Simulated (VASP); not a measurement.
Method: SCAN meta-GGA, VASP's PBE PAW potentials (set 64) (plane waves; VASP).

VASP ran on this input.

### KPOINTS
```
Automatic
0
gamma
  9 9 8
```

**INCAR**
```
! general
SYSTEM   =  NdGa2
PREC     =  Accurate
ENCUT    =  400
LREAL    =  .False.
LASPH    =  .True.

! electronic loop
EDIFF    =  1E-7
NELM     =  100
ALGO     =  Normal
LMAXMIX  =  6
LMIXTAU  =  .True.

! smearing
ISMEAR   =  -5

! functional
METAGGA  =  SCAN

! ions
ISIF     =  2

! output
LWAVE    =  .False.
LCHARG   =  .False.
LORBIT   =  11
NEDOS    =  601

! other
LEFG     =  .True.
```

**KPOINTS_OPT**
```
k-points along high-symmetry lines
6
Line-mode
Reciprocal
  0.000000   0.000000   0.000000 ! GAMMA
  0.500000   0.000000   0.000000 ! M

  0.500000   0.000000   0.000000 ! M
  0.333333   0.333333   0.000000 ! K

  0.333333   0.333333   0.000000 ! K
  0.000000   0.000000   0.000000 ! GAMMA

  0.000000   0.000000   0.000000 ! GAMMA
  0.000000   0.000000   0.500000 ! A

  0.000000   0.000000   0.500000 ! A
  0.500000   0.000000   0.500000 ! L

  0.500000   0.000000   0.500000 ! L
  0.333333   0.333333   0.500000 ! H

  0.333333   0.333333   0.500000 ! H
  0.000000   0.000000   0.500000 ! A

  0.500000   0.000000   0.500000 ! L
  0.500000   0.000000   0.000000 ! M

  0.333333   0.333333   0.500000 ! H
  0.333333   0.333333   0.000000 ! K
```

**POSCAR**
```
NdGa2
1
    4.2203236249     0.0000000000    -0.0000000000
   -2.1101618125     3.6549076583     0.0000000000
   -0.0000000000    -0.0000000000     4.2794421726
Nd Ga
1 2
Direct
  0.0000000000   0.0000000000   0.0000000000
  0.3333330000   0.6666670000   0.5000000000
  0.6666670000   0.3333330000   0.5000000000
```

POTCAR, in this order: Nd_3 Ga_d (PBE.64 set). Program: vasp_std.

The run wrote:

### OUTCAR
```
 ion  position               nearest neighbor table
   1  0.000  0.000  0.000-   2 3.24   3 3.24   2 3.24   3 3.24   3 3.24   3 3.24   2 3.24   2 3.24
                             3 3.24   3 3.24   2 3.24   2 3.24
   2  0.333  0.667  0.500-   3 2.44   3 2.44   3 2.44   1 3.24   1 3.24   1 3.24   1 3.24   1 3.24
                             1 3.24
   3  0.667  0.333  0.500-   2 2.44   2 2.44   2 2.44   1 3.24   1 3.24   1 3.24   1 3.24   1 3.24
                             1 3.24
  LATTYP: Found a hexagonal cell.
 ALAT       =     4.2203236249
 C/A-ratio  =     1.0140080603
 Subroutine PRICEL returns:
 Original cell was already a primitive cell.
 Subroutine GETGRP returns: Found 24 space group operations
The static configuration has the point symmetry D_6h.
The dynamic configuration has the point symmetry D_6h.
 Subroutine INISYM returns: Found 24 space group operations
 Subroutine IBZKPT returns following result:
 Found     60 irreducible k-points:

 Following reciprocal coordinates:
            Coordinates               Weight
  0.000000  0.000000  0.000000      1.000000
  0.111111  0.000000  0.000000      6.000000
  0.222222  0.000000  0.000000      6.000000
  0.333333 -0.000000  0.000000      6.000000
  0.444444  0.000000  0.000000      6.000000
  0.111111  0.111111  0.000000      6.000000
  0.222222  0.111111  0.000000     12.000000
  0.333333  0.111111  0.000000     12.000000
  0.444444  0.111111  0.000000      6.000000
  0.222222  0.222222  0.000000      6.000000
  0.333333  0.222222  0.000000     12.000000
  0.333333  0.333333  0.000000      2.000000
  0.000000  0.000000  0.125000      2.000000
  0.111111  0.000000  0.125000     12.000000
  0.222222  0.000000  0.125000     12.000000
  0.333333 -0.000000  0.125000     12.000000
  0.444444  0.000000  0.125000     12.000000
  0.111111  0.111111  0.125000     12.000000
  0.222222  0.111111  0.125000     24.000000
  0.333333  0.111111  0.125000     24.000000
  0.444444  0.111111  0.125000     12.000000
  0.222222  0.222222  0.125000     12.000000
  0.333333  0.222222  0.125000     24.000000
  0.333333  0.333333  0.125000      4.000000
  0.000000  0.000000  0.250000      2.000000
  0.111111  0.000000  0.250000     12.000000
  0.222222  0.000000  0.250000     12.000000
  0.333333 -0.000000  0.250000     12.000000
  0.444444  0.000000  0.250000     12.000000
  0.111111  0.111111  0.250000     12.000000
  0.222222  0.111111  0.250000     24.000000
  0.333333  0.111111  0.250000     24.000000
  0.444444  0.111111  0.250000     12.000000
  0.222222  0.222222  0.250000     12.000000
  0.333333  0.222222  0.250000     24.000000
  0.333333  0.333333  0.250000      4.000000
  0.000000  0.000000  0.375000      2.000000
  0.111111  0.000000  0.375000     12.000000
  0.222222  0.000000  0.375000     12.000000
  0.333333 -0.000000  0.375000     12.000000
   k-points           NKPTS =     60   k-points in BZ     NKDIM =     60   number of bands    NBANDS=     22
   number of dos      NEDOS =    601   number of ions     NIONS =      3
   total plane-waves  NPLWV =  21952
   dimension x,y,z NGX =    28 NGY =   28 NGZ =   28
   dimension x,y,z NGXF=    56 NGYF=   56 NGZF=   56
   ions per type =               1   2
   PREC   = accura    normal or accurate (medium, high low for compatibility)
   ISTART =      0    job   : 0-new  1-cont  2-samecut
   ICHARG =      2    charge: 1-file 2-atom 10-const
   ISPIN  =      1    spin polarized calculation?
   LNONCOLLINEAR =      F non collinear calculations
   LSORBIT =      F    spin-orbit coupling
   INIWAV =      1    electr: 0-lowe 1-rand  2-diag
   ENCUT  =  400.0 eV  29.40 Ry    5.42 a.u.   6.88  6.88  6.98*2*pi/ulx,y,z
...
```

**OSZICAR**
```
       N       E                     dE             d eps       ncg     rms          rms(c)
DAV:   1     0.183039016673E+03    0.18304E+03   -0.16790E+04  2670   0.235E+03
DAV:   2    -0.639683908044E+02   -0.24701E+03   -0.24367E+03  2880   0.462E+02
DAV:   3    -0.845851296013E+02   -0.20617E+02   -0.20475E+02  3104   0.126E+02
DAV:   4    -0.854974578083E+02   -0.91233E+00   -0.91079E+00  4782   0.225E+01
DAV:   5    -0.855136557235E+02   -0.16198E-01   -0.16217E-01  3222   0.232E+00    0.594E+00
DAV:   6    -0.786869541461E+02    0.68267E+01   -0.16658E+00  3662   0.174E+01    0.282E+00
DAV:   7    -0.779508692921E+02    0.73608E+00   -0.98715E-01  2910   0.822E+00    0.108E+00
DAV:   8    -0.786332608840E+02   -0.68239E+00   -0.11623E+00  2808   0.672E+00    0.447E-01
DAV:   9    -0.787566050723E+02   -0.12334E+00   -0.25540E-01  3598   0.440E+00    0.345E-01
DAV:  10    -0.787659657990E+02   -0.93607E-02   -0.55702E-02  3148   0.208E+00    0.241E-01
DAV:  11    -0.787675916387E+02   -0.16258E-02   -0.15151E-01  2754   0.366E+00    0.114E-01
DAV:  12    -0.787692164531E+02   -0.16248E-02   -0.59893E-02  2914   0.235E+00    0.797E-02
DAV:  13    -0.787693247519E+02   -0.10830E-03   -0.11082E-03  3950   0.259E-01    0.881E-02
DAV:  14    -0.787690645563E+02    0.26020E-03   -0.24502E-03  2778   0.448E-01    0.110E-01
DAV:  15    -0.787694148568E+02   -0.35030E-03   -0.63230E-03  2742   0.705E-01    0.995E-02
DAV:  16    -0.787737195703E+02   -0.43047E-02   -0.79719E-03  2796   0.811E-01    0.276E-01
DAV:  17    -0.787737710738E+02   -0.51504E-04   -0.23081E-03  3158   0.365E-01    0.302E-01
DAV:  18    -0.787733981967E+02    0.37288E-03   -0.22287E-04  3998   0.114E-01    0.275E-01
DAV:  19    -0.787734553009E+02   -0.57104E-04   -0.18619E-05  3344   0.366E-02    0.265E-01
DAV:  20    -0.787725161815E+02    0.93912E-03   -0.14865E-03  3368   0.308E-01    0.426E-02
DAV:  21    -0.787721451907E+02    0.37099E-03   -0.18305E-03  2694   0.406E-01    0.458E-02
DAV:  22    -0.787721208057E+02    0.24385E-04   -0.92528E-05  3578   0.679E-02    0.391E-02
DAV:  23    -0.787721253893E+02   -0.45837E-05   -0.26186E-06  3580   0.896E-03    0.389E-02
DAV:  24    -0.787720671942E+02    0.58195E-04   -0.14701E-05  3420   0.317E-02    0.275E-02
DAV:  25    -0.787720243899E+02    0.42804E-04   -0.18893E-04  2688   0.134E-01    0.226E-02
DAV:  26    -0.787719503801E+02    0.74010E-04   -0.91713E-05  2718   0.912E-02    0.141E-02
DAV:  27    -0.787719703877E+02   -0.20008E-04   -0.20714E-05  2842   0.434E-02    0.145E-02
DAV:  28    -0.787719476382E+02    0.22749E-04   -0.30208E-05  2736   0.498E-02    0.998E-03
DAV:  29    -0.787719115986E+02    0.36040E-04   -0.66918E-06  4132   0.230E-02    0.310E-03
DAV:  30    -0.787718896906E+02    0.21908E-04   -0.58117E-06  2754   0.232E-02    0.282E-03
DAV:  31    -0.787718790141E+02    0.10677E-04   -0.49608E-06  2780   0.206E-02    0.493E-03
DAV:  32    -0.787718781913E+02    0.82273E-06   -0.66386E-07  2388   0.751E-03    0.419E-03
DAV:  33    -0.787718760385E+02    0.21529E-05   -0.99040E-07  2324   0.970E-03    0.231E-03
DAV:  34    -0.787718789096E+02   -0.28712E-05   -0.26678E-07  2558   0.533E-03    0.117E-03
DAV:  35    -0.787718817716E+02   -0.28620E-05   -0.33463E-07  2414   0.542E-03    0.977E-04
DAV:  36    -0.787718808717E+02    0.89991E-06   -0.86918E-08  1830   0.305E-03    0.101E-03
DAV:  37    -0.787718811560E+02   -0.28426E-06   -0.39452E-08  1536   0.204E-03    0.780E-04
DAV:  38    -0.787718809834E+02    0.17257E-06   -0.42191E-08  1506   0.207E-03    0.551E-04
DAV:  39    -0.787718806894E+02    0.29396E-06   -0.17391E-08  1458   0.115E-03    0.271E-04
DAV:  40    -0.787718812608E+02   -0.57135E-06   -0.18095E-08  1470   0.118E-03    0.180E-04
DAV:  41    -0.787718807835E+02    0.47724E-06   -0.54576E-09  1428   0.773E-04    0.726E-05
DAV:  42    -0.787718806657E+02    0.11784E-06   -0.24184E-09  1428   0.446E-04    0.458E-05
DAV:  43    -0.787718807267E+02   -0.61029E-07   -0.12257E-09  1386   0.331E-04
   1 F= -.78771881E+02 E0= -.78771881E+02  d E =0.000000E+00
       N       E                     dE             ncg
```

**OUTCAR**
```
------------------------ aborting loop because EDIFF is reached ----------------------------------------
  FORCE on cell =-STRESS in cart. coord.  units (eV):
  Direction    XX          YY          ZZ          XY          YZ          ZX
  --------------------------------------------------------------------------------------
  Total        0.0658090      0.0658090     -0.1147668     -0.0000000      0.0000000      0.0000000
  in kB        1.5972998      1.5973000     -2.7855922     -0.0000000      0.0000000      0.0000000
  external PRESSURE =       0.1363359 kB  Pullay stress =       0.0000000 kB
  volume of cell :       66.01
      direct lattice vectors                 reciprocal lattice vectors
     4.220323625  0.000000000  0.000000000     0.236948653  0.136802362  0.000000000
    -2.110161812  3.654907658  0.000000000     0.000000000  0.273604724  0.000000000
     0.000000000  0.000000000  4.279442173     0.000000000  0.000000000  0.233675316
 POSITION                                       TOTAL-FORCE (eV/Angst)
 -----------------------------------------------------------------------------------
      0.00000      0.00000      0.00000         0.000000      0.000000      0.000000
     -0.00000      2.43661      2.13972         0.000000      0.000000      0.000000
      2.11016      1.21830      2.13972        -0.000000      0.000000      0.000000
 -----------------------------------------------------------------------------------
    total drift:                                0.000000      0.000000      0.000000
  FREE ENERGIE OF THE ION-ELECTRON SYSTEM (eV)
  ---------------------------------------------------
  free  energy   TOTEN  =       -78.7718807267 eV

  energy  without entropy=      -78.7718807267  energy(sigma->0) =      -78.77188073

 total charge

# of ion       s       p       d       tot
------------------------------------------
    1        2.078   5.842   0.841   8.761
    2        0.909   0.913   9.944  11.766
    3        0.909   0.913   9.944  11.766
--------------------------------------------------
tot          3.895   7.668  20.729  32.292
```
(Selected blocks of OUTCAR.)

The 4f electrons are frozen in the core of the lanthanide potential, so 4f levels, which can set the real gap, and their magnetism are missing. For a metal the tetrahedron method with Blöchl corrections gives inexact stress and forces.

The structure comes from a measured NdGa2 entry (P6/mmm) of the Crystallography Open Database, whose conditions weren't checked. It was relaxed first. The electron count is odd and the run is not spin-polarised, which forces a metal.
